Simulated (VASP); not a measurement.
Write the native input for VASP 6.6.1 that does the following.

```
Task                   : single point
Functional             : PBE
Potentials or basis    : VASP PAW PBE potentials, release 64 (O, H, Na_pv, Cl)
Cutoff                 : 520 eV
k mesh                 : 1 × 1 × 1
Occupations            : fermi-dirac, width 0.05 eV
Spin                   : no spin polarisation
Dipole correction      : no
Further INCAR settings : LREAL = Auto; ALGO = Fast; EDIFF = 1e-06; NBANDS = 47
```

The structure of NaH12ClO6 lies in POSCAR:

```
NaH12ClO6
1.0
    6.0731780000      0.0000000000      0.0000000000
    0.0000000000      6.0731780000      0.0000000000
    0.0000000000      0.0000000000      6.0731780000
O H Na Cl
6 12 1 1
Direct
    0.8093126860      0.5761398727      0.8915101780
    0.0619280383      0.8426560196      0.1185705408
    0.4597592891      0.5061271051      0.3376485919
    0.2285459112      0.3778417165      0.9149575395
    0.6688590389      0.1475174941      0.0724497125
    0.9304025010      1.2321555535      0.4977295248
    0.6895895362      0.6672618520      0.8423925661
    0.7420661802      0.4425524824      0.9407430508
   -0.0295067920      0.7309352698      0.0600180005
    0.1900158368      0.8657411326      0.0127610289
    0.5267588073      0.6299008526      0.4306970749
    0.5620451105      0.3797846860      0.3211992140
    0.2456209912      0.4714665040      1.0398838960
    0.2981964303      0.2354780314      0.9483996682
    0.5569900965      0.0600838638      0.0039518025
    0.7753436504      0.0362577879      0.1046075053
    0.8574917448      1.1763692749      0.6332763505
    1.0164859321      1.1257368053      0.4174750024
    1.1127781863      0.5575005376      0.6175020722
    0.3820405066      0.9485807925      0.7020047823
```

The cell was built by a generator and needn't be a form met in nature.

The input as run:

INCAR

```
SYSTEM = NaH12ClO6
PREC = Accurate
ENCUT = 520
EDIFF = 1E-6
ISMEAR = -1
SIGMA = 0.05
LREAL = Auto
LASPH = .True.
NELM = 100
ALGO = Fast
ISIF = 2
LWAVE = .False.
LCHARG = .False.
GGA = PE
NBANDS = 47
```

KPOINTS

```
regular mesh
0
Gamma
  1 1 1
  0 0 0
```

Potentials or basis: VASP PAW PBE potentials, release 64 (O, H, Na_pv, Cl).

Launch:

```sh
$ cat potpaw_PBE.64/O/POTCAR potpaw_PBE.64/H/POTCAR potpaw_PBE.64/Na_pv/POTCAR potpaw_PBE.64/Cl/POTCAR > POTCAR
$ mpirun -np 1 vasp_gam > vasp.out
```

Results of the run:

```yaml
Pressure: 0.7 GPa
Largest_force: 3.031 eV/Å
Band_gap_on_the_k_mesh: 4.17 eV, direct
```

Run time: 26 s on 1 thread of Intel(R) Xeon(R) Platinum 8488C (Sapphire Rapids), with other jobs on the host, peak memory 0.31 GiB.
